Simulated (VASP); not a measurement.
## Ag under biaxial strain in the (001) plane

How do stress and energy of Ag follow biaxial strain in the (001) plane?

Calculated with VASP 6.6.1; PBEsol; plane waves and PAW (Ag), in the first sound run; inputs show where later runs differ.

### 1. Starting point

The structure is cubic, space group Fm-3m (No. 225). The conventional cell has a = 4.090 Å, b = 4.090 Å, c = 4.090 Å, α = 90.00°, β = 90.00°, γ = 90.00°. Ag has 12 Ag at 2.89 Å nearest.

Coordinates:

```cif
data_structure
_symmetry_space_group_name_H-M 'P 1'
_symmetry_Int_Tables_number 1
_cell_length_a 2.8921
_cell_length_b 2.8921
_cell_length_c 2.8921
_cell_angle_alpha 60.000
_cell_angle_beta 60.000
_cell_angle_gamma 60.000
_cell_volume 17.10
loop_
_atom_site_label
_atom_site_type_symbol
_atom_site_fract_x
_atom_site_fract_y
_atom_site_fract_z
_atom_site_occupancy
Ag1 Ag 0.00000 0.00000 0.00000 1
```

### 2. Relax the crystal, PBEsol

The series starts from the cell that this level prefers, so that zero strain is near zero stress.

This step took 2 runs in a row; the last is shown.

Level: PBEsol; plane waves and PAW (Ag).

File INCAR:

```
SYSTEM = Ag
PREC = Accurate
ENCUT = 450
EDIFF = 1E-07
NELM = 120
ISMEAR = 1
SIGMA = 0.15
LREAL = .FALSE.
ALGO = Normal
GGA = PS
NBANDS = 11
LASPH = .TRUE.
LORBIT = 11
LWAVE = .FALSE.
LCHARG = .FALSE.
KPAR = 8
IBRION = 2
NSW = 40
ISIF = 3
EDIFFG = -0.005
POTIM = 0.4
```

File POSCAR:

```
Ag
1.0
    0.0000000000      2.0262308341      2.0262308341
    2.0262308341      0.0000000000      2.0262308341
    2.0262308341      2.0262308341      0.0000000000
Ag
1
Direct
    0.0000000000      0.0000000000      0.0000000000
```

File KPOINTS:

```
Automatic mesh
0
Gamma
25 25 25
0 0 0
```

The projector-augmented-wave data sets are Ag (PBE family, release 64).

Launch:

```sh
$ mpirun -np 8 vasp_std
```

Log:

```text
[banner, memory and clock lines left out]
running    8 mpi-ranks, on    1 nodes
[...]
|                                                                             |
|           W    W    AA    RRRRR   N    N  II  N    N   GGGG   !!!           |
|           W    W   A  A   R    R  NN   N  II  NN   N  G    G  !!!           |
|           W    W  A    A  R    R  N N  N  II  N N  N  G       !!!           |
|           W WW W  AAAAAA  RRRRR   N  N N  II  N  N N  G  GGG   !            |
|           WW  WW  A    A  R   R   N   NN  II  N   NN  G    G                |
|           W    W  A    A  R    R  N    N  II  N    N   GGGG   !!!           |
|                                                                             |
|     For optimal performance we recommend to set                             |
|       NCORE = 2 up to number-of-cores-per-socket                            |
|     NCORE specifies how many cores store one orbital (NPAR=cpu/NCORE).      |
|     This setting can greatly improve the performance of VASP for DFT.       |
[...]
|     You enforced a specific xc type in the INCAR file but a different       |
|     [... a line on the potential file left out ...]
|     I HOPE YOU KNOW WHAT YOU ARE DOING!                                     |
|                                                                             |

 LDA part: xc-table for (Slater+PW92), standard interpolation
 POSCAR, INCAR and KPOINTS ok, starting setup
[...]
entering main loop
       N       E                     dE             d eps       ncg     rms          rms(c)
DAV:   1     0.437617087454E+02    0.43762E+02   -0.51080E+03 10378   0.803E+02
DAV:   2    -0.306193021546E+01   -0.46824E+02   -0.44378E+02 11191   0.185E+02
DAV:   3    -0.366637260065E+01   -0.60444E+00   -0.60408E+00 11333   0.228E+01
DAV:   4    -0.366805776237E+01   -0.16852E-02   -0.16851E-02 10976   0.126E+00
[...]
DAV:  10    -0.330755995965E+01   -0.22434E-05   -0.23078E-06 11116   0.131E-02    0.464E-03
DAV:  11    -0.330755982005E+01    0.13960E-06   -0.80510E-08  7036   0.257E-03    0.510E-04
DAV:  12    -0.330755979300E+01    0.27049E-07   -0.67056E-09  5689   0.741E-04
   1 F= -.33075598E+01 E0= -.33074775E+01  d E =-.330756E+01
[...]
reached required accuracy - stopping structural energy minimisation
```

It took 10 s on 8 MPI ranks of AMD EPYC 7R43, shared host; peak memory 1.2 GiB.

Lines that name or quote the potential files are left out of all logs, and their timing lines are given in words.

OUTCAR, selected parts (step 2):

```text
  Total       -0.0009354     -0.0009354     -0.0009354     -0.0000000     -0.0000000     -0.0000000
  in kB       -0.0900725     -0.0900725     -0.0900725     -0.0000000     -0.0000000     -0.0000000
  external PRESSURE =      -0.0900725 kB  Pullay stress =       0.0000000 kB

 POSITION                                       TOTAL-FORCE (eV/Angst)
 -----------------------------------------------------------------------------------
      0.00000      0.00000      0.00000         0.000000      0.000000     -0.000000
 -----------------------------------------------------------------------------------
    total drift:                               -0.000000     -0.000000     -0.000000

  FREE ENERGIE OF THE ION-ELECTRON SYSTEM (eV)
  ---------------------------------------------------
  free  energy   TOTEN  =        -3.3075597930 eV

  energy  without entropy=       -3.3073130163  energy(sigma->0) =       -3.30747753

 reached required accuracy - stopping structural energy minimisation

[... 3 further parts left out ...]
[key lines of the parts left out:]
E-fermi :   8.5716
```

Numbers from this step:

| Item | Value |
| --- | --- |
| energy(sigma→0) of the program | -3.3075 eV |
| stress, compression positive | xx, yy, zz -0.01, -0.01, -0.01 GPa |
| volume | 16.638 Å³ |
| ionic steps | 1 |

### 3. Strain along the normal, PBEsol

One member in full: the plane is strained by 2 %, and the strain along the normal is moved by secant steps until the normal stress is under 0.012 GPa or five steps are spent; the atoms relax at each step.

This step took 4 runs, each at a new trial strain with the atoms of the one before; the last is shown.

Level: PBEsol; plane waves and PAW (Ag).

INCAR: that of step 2 with these lines changed.

```diff
@@ -15,7 +15,7 @@
 LCHARG = .FALSE.
-KPAR = 8
-IBRION = 2
-NSW = 40
-ISIF = 3
-EDIFFG = -0.005
-POTIM = 0.4
+KPAR = 2
+IBRION = 1
+NSW = 25
+ISIF = 2
+EDIFFG = -0.004
+POTIM = 0.3
```

File POSCAR:

```
Ag
1.0
    0.0000000000      2.0667554510      1.9619156050
    2.0667554510      0.0000000000      1.9619156050
    2.0667554510      2.0667554510      0.0000000000
Ag
1
Direct
    0.0000000000      0.0000000000      0.0000000000
```

KPOINTS is that of step 2.

Launch:

```sh
$ mpirun -np 2 vasp_std
```

Log:

```text
[banner, memory and clock lines left out]
running    2 mpi-ranks, on    1 nodes
[...]
[... a notice as in an earlier step ...]

 LDA part: xc-table for (Slater+PW92), standard interpolation
 POSCAR, INCAR and KPOINTS ok, starting setup
[...]
entering main loop
       N       E                     dE             d eps       ncg     rms          rms(c)
DAV:   1     0.444235136834E+02    0.44424E+02   -0.51041E+03 26765   0.800E+02
DAV:   2    -0.304499723103E+01   -0.47469E+02   -0.45094E+02 29077   0.185E+02
DAV:   3    -0.366130076950E+01   -0.61630E+00   -0.61595E+00 29467   0.230E+01
DAV:   4    -0.366301033965E+01   -0.17096E-02   -0.17095E-02 28516   0.127E+00
[...]
DAV:  10    -0.330486424603E+01   -0.24546E-05   -0.22132E-06 28863   0.131E-02    0.508E-03
DAV:  11    -0.330486397994E+01    0.26609E-06   -0.74888E-08 17948   0.246E-03    0.467E-04
DAV:  12    -0.330486394878E+01    0.31163E-07   -0.62374E-09 14348   0.715E-04
   1 F= -.33048639E+01 E0= -.33047206E+01  d E =-.330486E+01
 BRION: g(F)=  0.585E-61 g(S)=  0.000E+00
 reached required accuracy - stopping structural energy minimisation
```

Elapsed: 66 s, on 2 MPI ranks; peak memory 0.5 GiB.

OUTCAR, selected parts (step 3):

```text
  Total       -0.1281983     -0.1281983     -0.0000221      0.0000000      0.0000000      0.0000000
  in kB      -12.2547492    -12.2547492     -0.0021113      0.0000000      0.0000000      0.0000000
  external PRESSURE =      -8.1705366 kB  Pullay stress =       0.0000000 kB

 POSITION                                       TOTAL-FORCE (eV/Angst)
 -----------------------------------------------------------------------------------
      0.00000      0.00000      0.00000         0.000000     -0.000000      0.000000
 -----------------------------------------------------------------------------------
    total drift:                               -0.000000     -0.000000     -0.000000

  FREE ENERGIE OF THE ION-ELECTRON SYSTEM (eV)
  ---------------------------------------------------
  free  energy   TOTEN  =        -3.3048639488 eV

  energy  without entropy=       -3.3044340457  energy(sigma->0) =       -3.30472065

[... 1 part as in an earlier step ...]

[... 3 further parts left out ...]
[key lines of the parts left out:]
E-fermi :   8.4839
```

Read from the output:

```
energy(sigma→0) of the program : -3.3047 eV
stress, compression positive   : xx, yy, zz -1.23, -1.23, 0.00 GPa
ionic steps                    : 1
```

### 4. The whole series

The other members went through these steps as far as the tables show, with the same cutoff and, step by step, the same mesh; 26 runs are not shown. The session took 1.1 core hours (wall time by ranks) on a shared machine.

```tsv
in-plane strain (%)	strain along the normal (%)	in-plane stress, tension positive (GPa)	energy above the unstrained row, extrapolated to no smearing (meV/atom)
-2.000	3.095	-1.924	3.396
-1.500	2.369	-1.273	1.774
-1.000	1.593	-0.773	0.794
-0.500	0.783	-0.389	0.204
0	0.000	0.009	0.000
0.500	-0.794	0.358	0.178
1.000	-1.578	?	?
1.500	-2.382	0.960	1.629
2.000	-3.174	1.225	2.757
```

### 5. A fit to the known rows

Fitting a parabola to the 8 known rows (e: strain in %) gives stress = − 0.09022 e² + 0.7667 e + 0.02782 in GPa; the residuals are 0.038 GPa r.m.s.

For the withheld row, e = 1, the fit gives 0.704 GPa.

### 6. The withheld row

The calculation gives 0.690 GPa, so the prediction is 0.014 GPa too high, within twice the residual of the fit.

Slopes at zero strain, from cubics through all rows: strain ratio -1.593, stress over strain 71 GPa (the cubic misses the stress by 0.02 GPa r.m.s., so this slope is good to some per cent only).

### 7. Summary of results

* error of the predicted stress: 0.014 GPa
* ratio of normal to in-plane strain: -1.593
* biaxial modulus: 71 GPa

In words: As a check, the curvature of the energy gives 72 GPa for the same modulus (energy per volume = M × strain²), 0 % from the slope of the stress. These are static values: temperature and zero-point motion are left out. In a metal the slopes also depend on mesh and smearing, which were held through the series.

[Lines on the potential files, build, host, timing and source positions are cut from VASP's logs without a mark.]

[Logs are printed without paths, hosts, clocks, repeated set-up lines and the standing remarks that a program may print on its own settings, such as how far it seeks lower states.]

[Hosts, paths, dates, database ids (printed as entryN), source tags and the programs' standing remarks are cut or masked in the printed files.]

[In band tables of VASP the shares of atoms and orbitals are scaled to a sum of 1 inside the atoms' spheres.]
